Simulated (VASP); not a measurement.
The system is TiN.

```
Ti N
1.0
     0.00000    2.11900    2.11900
     2.11900    0.00000    2.11900
     2.11900    2.11900    0.00000
Ti N
1 1
Cartesian
  0.0000 0.0000 0.0000
  2.1190 2.1190 2.1190
```

The cell was built by a generator and needn't be a form met in nature.

- Program: VASP 6.6.1
- Task: relaxation of cell and atoms
- Functional: PBEsol
- Potentials or basis: VASP PAW PBE potentials, release 64 (Ti_sv, N)
- Cutoff: 600 eV
- k mesh: 16 × 16 × 16
- Occupations: methfessel-paxton, width 0.1 eV
- Spin: no spin polarisation

At the start: pressure -6.6 GPa; volume 9.51 Å³/atom.

Problem. Where does the relaxation end?

Solution. Over 3 steps the energy falls by 4.5 meV/atom and the volume is 9.30 Å³/atom (-2.3 %); space group Fm-3m (No. 225, to 0.05 Å).

The path:
| step | energy change (eV) | largest force (eV/Å) | pressure (GPa) | volume (Å³) |
| --- | --- | --- | --- | --- |
| 1 | 0.0000 | 0.0000 | -6.58 | 19.03 |
| 2 | 0.0115 | 0.0000 | 10.91 | 17.97 |
| 3 | -0.0091 | 0.0000 | -0.03 | 18.60 |

Final structure:
```xyz
2
Lattice="0.0000 2.1029 2.1029 2.1029 0.0000 2.1029 2.1029 2.1029 0.0000" Properties=species:S:1:pos:R:3 pbc="T T T"
Ti    0.0000    0.0000    0.0000
N     2.1029    2.1029    2.1029
```

Caveat: the PAW data sets were made with another functional, which shifts forces and pressure a little.
